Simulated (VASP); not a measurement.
Shape and ions are relaxed at each volume.

Energy against volume of ZrB2 (AlB2 type). Computed with SCAN meta-GGA, VASP's PBE PAW potentials (set 64) (plane waves; VASP).

```
V (Å³/atom)  E (eV/atom)
-----------  -----------
9.624          -16.22448
9.931          -16.24803
10.238         -16.25524
10.546         -16.24837
10.853         -16.22935
```

Problem. Fit a third-order Birch-Murnaghan equation of state.

Solution. 
```json
{
  "volume_per_atom": "10.23 Å³/atom",
  "bulk_modulus": "245 GPa",
  "pressure_derivative_of_the_bulk_modulus": "3.94"
}
```

The compound is ZrB2 in the AlB2 type structure. It was relaxed first.
